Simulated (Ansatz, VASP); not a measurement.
# SnPbSe3: VASP beside Ansatz, part 3 of 3

Wanted: the spread between two codes on one cell, functional and k mesh. The cell is generated by rule, not measured, and may not be a known phase. The cell is taken from a series of runs on this material, whose earlier steps may have relaxed, scaled, displaced or heated it; both programs get it as it stands.

VASP 6.6.1 and Ansatz 0.2.0.

So far: Starting point; Ansatz: zone-centre phonons, LDA; VASP: zone-centre phonons, LDA.

## 3. VASP: zone-centre phonons, LDA (continued)

Level of this step: LDA; plane waves and PAW (Sn_d, Pb_d, Se); invented cell (VASP).

OUTCAR, selected parts (step 3):

```text
ion  position               nearest neighbor table
   1  0.000  0.000  0.000-
   2  0.500  0.500  0.500-   3 2.64   4 2.64   5 2.64   3 2.64   4 2.64   5 2.64
   3  0.500  0.500  0.000-   2 2.64   2 2.64
   4  0.500  0.000  0.500-   2 2.64   2 2.64
   5  0.000  0.500  0.500-   2 2.64   2 2.64

  LATTYP: Found a simple cubic cell.
 ALAT       =     5.2702502674

 Subroutine GETGRP returns: Found 48 space group operations
 (whereof 48 operations were pure point group operations)

The static configuration has the point symmetry O_h .

 Found     20 irreducible k-points:

   k-points           NKPTS =     20   k-points in BZ     NKDIM =     20   number of bands    NBANDS=     29

   dimension x,y,z NGX =    40 NGY =   40 NGZ =   40
   dimension x,y,z NGXF=    80 NGYF=   80 NGZF=   80

   ENCUT  =  500.0 eV  36.75 Ry    6.06 a.u.   9.61  9.61  9.61*2*pi/ulx,y,z

   NELECT =      46.0000    total number of electrons

 k-points in reciprocal lattice and weights: Automatic mesh
   0.00000000  0.00000000  0.00000000       0.005
   0.16666667  0.00000000  0.00000000       0.028
   0.33333333  0.00000000  0.00000000       0.028
   0.50000000  0.00000000  0.00000000       0.014
   0.16666667  0.16666667  0.00000000       0.056
   0.33333333  0.16666667  0.00000000       0.111
   0.50000000  0.16666667  0.00000000       0.056
   0.33333333  0.33333333  0.00000000       0.056
   0.50000000  0.33333333  0.00000000       0.056
[...]
0.50000000  0.50000000  0.33333333       0.028
   0.50000000  0.50000000  0.50000000       0.005

 average (electrostatic) potential at core
       1-103.7684       2 -93.4249       3 -60.1238       4 -60.1238       5 -60.1238

  Total        0.8365717      0.8365717      0.8365717      0.0000000      0.0000000      0.0000000
  in kB        9.1563004      9.1563004      9.1563004      0.0000000      0.0000000      0.0000000
  external PRESSURE =       9.1563004 kB  Pullay stress =       0.0000000 kB

  energy-cutoff  :      500.00
  volume of cell :      146.38
      direct lattice vectors                 reciprocal lattice vectors
     5.270250267  0.000000000  0.000000000     0.189744310  0.000000000  0.000000000
     0.000000000  5.270250267  0.000000000     0.000000000  0.189744310  0.000000000
     0.000000000  0.000000000  5.270250267     0.000000000  0.000000000  0.189744310

 POSITION                                       TOTAL-FORCE (eV/Angst)
 -----------------------------------------------------------------------------------
      0.00000      0.00000      0.00000         0.000000      0.000000      0.000000
      2.63513      2.63513      2.63513         0.000000      0.000000      0.000000
      2.63513      2.63513      0.00000         0.000000      0.000000      0.000000
      2.63513      0.00000      2.63513         0.000000      0.000000      0.000000
      0.00000      2.63513      2.63513         0.000000      0.000000      0.000000
 -----------------------------------------------------------------------------------
    total drift:                               -0.000000      0.000000     -0.000000

 Eigenvectors and eigenvalues of the dynamical matrix
 ----------------------------------------------------

   1 f  =    7.053466 THz    44.318232 2PiTHz  235.278293 cm-1    29.170777 meV
             X         Y         Z           dx          dy          dz
      0.000000  0.000000  0.000000     0.000000    0.000000    0.014908
      2.635125  2.635125  2.635125     0.000000    0.000000    0.451747
      2.635125  2.635125  0.000000     0.000000    0.000000   -0.886762
      2.635125  0.000000  2.635125     0.000000   -0.000000    0.068396
      0.000000  2.635125  2.635125    -0.000000    0.000000    0.068396

   2 f  =    7.053466 THz    44.318232 2PiTHz  235.278293 cm-1    29.170777 meV
             X         Y         Z           dx          dy          dz
      0.000000  0.000000  0.000000    -0.014907   -0.000205    0.000000
      2.635125  2.635125  2.635125    -0.451704   -0.006226    0.000000
      2.635125  2.635125  0.000000    -0.068390   -0.000943   -0.000000
      2.635125  0.000000  2.635125    -0.068390    0.012222    0.000000
      0.000000  2.635125  2.635125     0.886678   -0.000943    0.000000

   3 f  =    7.053466 THz    44.318232 2PiTHz  235.278293 cm-1    29.170777 meV
             X         Y         Z           dx          dy          dz
      0.000000  0.000000  0.000000    -0.000205    0.014907   -0.000000
      2.635125  2.635125  2.635125    -0.006226    0.451704    0.000000
      2.635125  2.635125  0.000000    -0.000943    0.068390    0.000000
      2.635125  0.000000  2.635125    -0.000943   -0.886678   -0.000000
      0.000000  2.635125  2.635125     0.012222    0.068390   -0.000000

   4 f  =    0.005989 THz     0.037627 2PiTHz    0.199756 cm-1     0.024767 meV
             X         Y         Z           dx          dy          dz
      0.000000  0.000000  0.000000     0.449151    0.054386    0.059243
      2.635125  2.635125  2.635125     0.600316    0.072691    0.079182
      2.635125  2.635125  0.000000     0.367349    0.044481    0.048808
      2.635125  0.000000  2.635125     0.367349    0.044807    0.048453
      0.000000  2.635125  2.635125     0.370040    0.044481    0.048453

   5 f  =    0.005989 THz     0.037627 2PiTHz    0.199756 cm-1     0.024767 meV
             X         Y         Z           dx          dy          dz
      0.000000  0.000000  0.000000     0.059085    0.004874   -0.452426
      2.635125  2.635125  2.635125     0.078970    0.006515   -0.604693
      2.635125  2.635125  0.000000     0.048324    0.003987   -0.372738
      2.635125  0.000000  2.635125     0.048324    0.004016   -0.370028
      0.000000  2.635125  2.635125     0.048678    0.003987   -0.370028

   6 f  =    0.005989 THz     0.037627 2PiTHz    0.199756 cm-1     0.024767 meV
             X         Y         Z           dx          dy          dz
      0.000000  0.000000  0.000000    -0.054558    0.453015   -0.002245
      2.635125  2.635125  2.635125    -0.072920    0.605480   -0.003000
      2.635125  2.635125  0.000000    -0.044622    0.370510   -0.001849
      2.635125  0.000000  2.635125    -0.044622    0.373223   -0.001836
      0.000000  2.635125  2.635125    -0.044949    0.370510   -0.001836

   7 f/i=    1.216778 THz     7.645239 2PiTHz   40.587331 cm-1     5.032185 meV
             X         Y         Z           dx          dy          dz
      0.000000  0.000000  0.000000    -0.500818   -0.305263   -0.003328
      2.635125  2.635125  2.635125     0.544300    0.331766    0.003617
      2.635125  2.635125  0.000000    -0.254237   -0.154964    0.001526
      2.635125  0.000000  2.635125    -0.254237    0.139976   -0.001689
      0.000000  2.635125  2.635125     0.229647   -0.154964   -0.001689

   8 f/i=    1.216778 THz     7.645239 2PiTHz   40.587331 cm-1     5.032185 meV
             X         Y         Z           dx          dy          dz
      0.000000  0.000000  0.000000    -0.005496    0.002622    0.586497
      2.635125  2.635125  2.635125     0.005973   -0.002850   -0.637417
      2.635125  2.635125  0.000000    -0.002790    0.001331   -0.268934
      2.635125  0.000000  2.635125    -0.002790   -0.001202    0.297731
      0.000000  2.635125  2.635125     0.002520    0.001331    0.297731

   9 f/i=    1.216778 THz     7.645239 2PiTHz   40.587331 cm-1     5.032185 meV
             X         Y         Z           dx          dy          dz
      0.000000  0.000000  0.000000     0.305231   -0.500823    0.005099
      2.635125  2.635125  2.635125    -0.331732    0.544305   -0.005542
      2.635125  2.635125  0.000000     0.154949   -0.254239   -0.002338
      2.635125  0.000000  2.635125     0.154949    0.229649    0.002589
      0.000000  2.635125  2.635125    -0.139962   -0.254239    0.002589

  10 f/i=    2.622323 THz    16.476542 2PiTHz   87.471284 cm-1    10.845052 meV
             X         Y         Z           dx          dy          dz
      0.000000  0.000000  0.000000    -0.000000    0.000000    0.000000
      2.635125  2.635125  2.635125    -0.000000    0.000000    0.000000
      2.635125  2.635125  0.000000    -0.034210    0.463618    0.000000
      2.635125  0.000000  2.635125     0.034210    0.000000   -0.532811
      0.000000  2.635125  2.635125     0.000000   -0.463618    0.532811

  11 f/i=    2.622323 THz    16.476542 2PiTHz   87.471284 cm-1    10.845052 meV
             X         Y         Z           dx          dy          dz
      0.000000  0.000000  0.000000     0.000000    0.000000   -0.000000
      2.635125  2.635125  2.635125     0.000000    0.000000   -0.000000
      2.635125  2.635125  0.000000    -0.067984    0.528798    0.000000
      2.635125  0.000000  2.635125     0.067984    0.000000    0.464490
      0.000000  2.635125  2.635125     0.000000   -0.528798   -0.464490

  12 f/i=    2.622323 THz    16.476542 2PiTHz   87.471284 cm-1    10.845052 meV
             X         Y         Z           dx          dy          dz
      0.000000  0.000000  0.000000    -0.000000   -0.000000   -0.000000
      2.635125  2.635125  2.635125    -0.000000   -0.000000    0.000000
      2.635125  2.635125  0.000000     0.702999    0.073698    0.000000
      2.635125  0.000000  2.635125    -0.702999   -0.000000    0.018991
      0.000000  2.635125  2.635125     0.000000   -0.073698   -0.018991

  13 f/i=    3.476423 THz    21.843009 2PiTHz  115.960985 cm-1    14.377323 meV
             X         Y         Z           dx          dy          dz
      0.000000  0.000000  0.000000    -0.111936   -0.659560    0.003011
      2.635125  2.635125  2.635125    -0.022227   -0.130970    0.000598
      2.635125  2.635125  0.000000     0.086522    0.509809   -0.000004
      2.635125  0.000000  2.635125     0.086522    0.000835   -0.002327
      0.000000  2.635125  2.635125     0.000142    0.509809   -0.002327

  14 f/i=    3.476423 THz    21.843009 2PiTHz  115.960985 cm-1    14.377323 meV
             X         Y         Z           dx          dy          dz
      0.000000  0.000000  0.000000    -0.659480    0.111871   -0.011340
      2.635125  2.635125  2.635125    -0.130954    0.022214   -0.002252
      2.635125  2.635125  0.000000     0.509748   -0.086471    0.000014
      2.635125  0.000000  2.635125     0.509748   -0.000142    0.008765
      0.000000  2.635125  2.635125     0.000835   -0.086471    0.008765

  15 f/i=    3.476423 THz    21.843009 2PiTHz  115.960985 cm-1    14.377323 meV
             X         Y         Z           dx          dy          dz
      0.000000  0.000000  0.000000     0.010676   -0.004865   -0.668895
      2.635125  2.635125  2.635125     0.002120   -0.000966   -0.132823
      2.635125  2.635125  0.000000    -0.008252    0.003761    0.000847
      2.635125  0.000000  2.635125    -0.008252    0.000006    0.517025
      0.000000  2.635125  2.635125    -0.000014    0.003761    0.517025

 ELASTIC MODULI CONTR FROM IONIC RELAXATION (kBar)
 Direction    XX          YY          ZZ          XY          YZ          ZX
 --------------------------------------------------------------------------------
 XX           0.0000      0.0000      0.0000      0.0000      0.0000      0.0000
 YY           0.0000      0.0000      0.0000      0.0000      0.0000      0.0000
 ZZ           0.0000      0.0000      0.0000      0.0000      0.0000      0.0000
 XY           0.0000      0.0000      0.0000      0.0000      0.0000      0.0000
 YZ           0.0000      0.0000      0.0000      0.0000      0.0000      0.0000
 ZX           0.0000      0.0000      0.0000      0.0000      0.0000      0.0000
 --------------------------------------------------------------------------------
```

Energies printed during the response cycles are not total energies of the cell. The k-mesh is coarse for a metal.

## 4. Side by side

Known differences besides the potentials themselves: the two LDA forms differ slightly; the data sets hold 76 valence electrons in Ansatz (on norm-conserving files, of PseudoDojo where its log says so) and 46 in VASP; the cutoff is 1170.09 eV in Ansatz and 500 eV in VASP; VASP's log shows a relativistic correction to its local exchange, Ansatz's none. Total energies have different zeros and are not compared.

Compared:

```tsv
quantity	Ansatz	VASP	difference
optical mode 1 to 3 (imaginary, printed as negative) (cm⁻¹)	-116.2	-116.0	-0.2
optical mode 4 to 6 (imaginary, printed as negative) (cm⁻¹)	-88.3	-87.5	-0.8
optical mode 7 to 9 (imaginary, printed as negative) (cm⁻¹)	-41.0	-40.6	-0.5
optical mode 10 to 12 (cm⁻¹)	235.9	235.3	+0.28 %
```

Modes are paired by rising frequency, not by their patterns, so a pair may set unlike modes beside each other; they are those without the splitting of longitudinal modes.

## 5. Summary of results

```yaml
r_m_s_difference_of_the_optical_zone_centre_modes_each_program_s_sorted_by_frequency_zone_centre_phonons_lda: 0.58 cm⁻¹
```

In words: The r.m.s. difference of the optical zone-centre modes, each program's sorted by frequency is 0.58 cm⁻¹ (zone-centre phonons, LDA). The data sets hold unlike numbers of valence electrons (76 in Ansatz and 46 in VASP), so part of the differences comes from the potentials. 1 further run of this series is not shown here. Such differences can come from data sets, numerical settings and the points named under the comparisons, not from the functional's error against experiment.

[Lines on the potential files, build, host, timing and source positions are cut from VASP's logs without a mark.]

[Logs are printed without paths, hosts, clocks, repeated set-up lines and the standing remarks that a program may print on its own settings, such as how far it seeks lower states.]

[Hosts, paths, dates, database ids (printed as entryN), source tags and the programs' standing remarks are cut or masked in the printed files.]
